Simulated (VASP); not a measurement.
A convergence study with VASP on La2O3 (space group no. 164 when undisturbed): one setting is varied, all else stays as given below, so the limit is that of these other settings. One atom is moved off its site, so that forces are finite.

```xyz
5
Lattice="1.9799 -3.4292 0.0000 1.9799 3.4292 0.0000 0.0000 0.0000 6.1607" Properties=species:S:1:pos:R:3 pbc="T T T"
La     1.9799     1.1431     1.5717
La     1.9799    -1.1431     4.6390
O      0.0000     0.0000     0.0000
O      1.9799     1.1431     3.9859
O      1.9799    -1.1431     2.1747
```

Level of theory: PBE GGA, VASP's PBE PAW potentials (set 64) (plane waves; VASP 6.6.1). The tightest run used: 960 eV cut-off, 7×7×4 Γ-centred mesh, Fermi-Dirac smearing of 0.050 eV, potentials La O.

### Question
The settings run are ENCUT = 140; ENCUT = 160; ENCUT = 180; ENCUT = 200; ENCUT = 220; ENCUT = 240; ENCUT = 280; ENCUT = 320; ENCUT = 360; ENCUT = 440; ENCUT = 480; ENCUT = 540; ENCUT = 600; ENCUT = 700; ENCUT = 800; ENCUT = 960. From which on does the energy per atom stay within 0.01 eV/atom of the tightest run?

### Answer
From ENCUT = 440 on: it is off by 0.0015 there and by no more than 0.01 in any finer run, while ENCUT = 360 is off by 0.0184.
```csv
setting,E (eV/atom),pressure (GPa),largest force (eV/Å),plane waves,difference judged (eV/atom)
ENCUT = 140,-9.0326,-218.02,1.602,336,0.6668
ENCUT = 160,-8.6215,-178.00,0.776,391,0.2556
ENCUT = 180,-8.6769,-143.53,0.397,482,0.3110
ENCUT = 200,-8.5877,-113.61,0.310,551,0.2218
ENCUT = 220,-8.5549,-88.65,0.496,638,0.1890
ENCUT = 240,-8.5709,-67.95,0.447,722,0.2050
ENCUT = 280,-8.4458,-37.36,0.466,905,0.0800
ENCUT = 320,-8.4224,-19.33,0.584,1094,0.0565
ENCUT = 360,-8.3843,-9.16,0.568,1316,0.0184
ENCUT = 440,-8.3643,-1.55,0.562,1773,0.0015
ENCUT = 480,-8.3621,-0.65,0.563,2013,0.0038
ENCUT = 540,-8.3619,-0.42,0.561,2417,0.0040
ENCUT = 600,-8.3632,-0.55,0.561,2812,0.0026
ENCUT = 700,-8.3650,-0.63,0.560,3544,0.0009
ENCUT = 800,-8.3657,-0.49,0.559,4321,0.0002
ENCUT = 960,-8.3659,-0.41,0.560,5686,0.0000
```

Left out are rungs that failed or repeat a setting and relaxations that didn't move; long series are thinned to 24 rows.

The structure is a typed La2O3 crystal (space group no. 164). The cell was not relaxed at this level, it is distorted from the ideal structure.
